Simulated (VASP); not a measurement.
```xyz
1
Lattice="-2.7951 2.7951 2.7951 2.7951 -2.7951 2.7951 2.7951 2.7951 -2.7951" Properties=species:S:1:pos:R:3 pbc="T T T"
Rb     0.0000     0.0000     0.0000
```

Calculation: PBE GGA with D4 dispersion, VASP's PBE PAW potentials (set 64) (plane waves; VASP). Settings: 520 eV cut-off, Gaussian smearing of 0.050 eV, potentials Rb_sv.

Q: Give the energies of bands 5 to 7 at the high-symmetry points, in eV from the Fermi level.

A: 
```csv
band,Γ,H,N,P
5,-2.05,1.20,0.20,1.28
6,3.69,1.20,0.78,1.28
7,3.69,3.33,2.57,1.28
```

It has no gap at this level: it comes out as a metal or semimetal.

The compound is Rb in the bcc structure. It was relaxed first.
